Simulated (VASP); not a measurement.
Calculation: revPBE GGA, VASP's PBE PAW potentials (set 64) (plane waves; VASP).

Input for VASP

POSCAR:
```
KCl
1
    0.0000000000     3.1622920000     3.1622920000
    3.1622920000     0.0000000000     3.1622920000
    3.1622920000     3.1622920000     0.0000000000
K Cl
1 1
Direct
  0.0000000000   0.0000000000   0.0000000000
  0.5000000000   0.5000000000   0.5000000000
```

### INCAR
```
SYSTEM = KCl
PREC = Accurate
ENCUT = 300
EDIFF = 1E-6
NELM = 100
ALGO = Normal
LREAL = .FALSE.
LASPH = .TRUE.
ISMEAR = 0
SIGMA = 0.01
GGA = RE
LWAVE = .FALSE.
LCHARG = .FALSE.
ISIF = 2
```

KPOINTS:
```
kpoints
0
gamma
  14 14 14
```

POTCAR, in this order: K_sv Cl (PBE.64 set). Program: vasp_std.

Output

File OSZICAR:
```
       N       E                     dE             d eps       ncg     rms          rms(c)
DAV:   1     0.762796938677E+02    0.76280E+02   -0.53642E+03  2496   0.777E+02
DAV:   2    -0.267410841996E+01   -0.78954E+02   -0.74536E+02  3424   0.223E+02
DAV:   3    -0.660421949100E+01   -0.39301E+01   -0.39175E+01  3208   0.469E+01
DAV:   4    -0.673942968033E+01   -0.13521E+00   -0.13511E+00  4080   0.814E+00
DAV:   5    -0.674053722670E+01   -0.11075E-02   -0.11075E-02  3264   0.776E-01    0.336E+00
DAV:   6    -0.644406302096E+01    0.29647E+00   -0.56433E-01  3028   0.409E+00    0.279E+00
DAV:   7    -0.643897888864E+01    0.50841E-02   -0.16481E-01  3172   0.242E+00    0.161E+00
DAV:   8    -0.646291414053E+01   -0.23935E-01   -0.30052E-02  2972   0.141E+00    0.203E-01
DAV:   9    -0.646475133707E+01   -0.18372E-02   -0.19962E-03  3284   0.302E-01    0.127E-01
DAV:  10    -0.646626538905E+01   -0.15141E-02   -0.20716E-03  2752   0.330E-01    0.294E-02
DAV:  11    -0.646628682815E+01   -0.21439E-04   -0.49381E-05  3656   0.437E-02    0.107E-02
DAV:  12    -0.646630056352E+01   -0.13735E-04   -0.21786E-05  2992   0.338E-02    0.113E-02
DAV:  13    -0.646629987916E+01    0.68435E-06   -0.16718E-06  3288   0.928E-03
   1 F= -.64662999E+01 E0= -.64662999E+01  d E =-.668406E-12
```

OUTCAR:
```
------------------------ aborting loop because EDIFF is reached ----------------------------------------
  FORCE on cell =-STRESS in cart. coord.  units (eV):
  Direction    XX          YY          ZZ          XY          YZ          ZX
  --------------------------------------------------------------------------------------
  Total        0.5908033      0.5908033      0.5908033      0.0000000      0.0000000      0.0000000
  in kB       14.9664084     14.9664084     14.9664084      0.0000000      0.0000000      0.0000000
  external PRESSURE =      14.9664084 kB  Pullay stress =       0.0000000 kB
  volume of cell :       63.25
      direct lattice vectors                 reciprocal lattice vectors
     0.000000000  3.162292000  3.162292000    -0.158113166  0.158113166  0.158113166
     3.162292000  0.000000000  3.162292000     0.158113166 -0.158113166  0.158113166
     3.162292000  3.162292000  0.000000000     0.158113166  0.158113166 -0.158113166
  FREE ENERGIE OF THE ION-ELECTRON SYSTEM (eV)
  ---------------------------------------------------
  free  energy   TOTEN  =        -6.4662998792 eV

  energy  without entropy=       -6.4662998792  energy(sigma->0) =       -6.46629988
```
(Selected blocks of OUTCAR.)

At this cut-off the stress carries a Pulay error, which pulls relaxed volumes low.

The structure comes from a computed database's KCl entry; how it stands against other phases isn't given here. The cell was not relaxed at this level. The run is one of a series of settings (KPOINTS 14×14×14 Γ-centred mesh against the base run), some of them coarse on purpose.
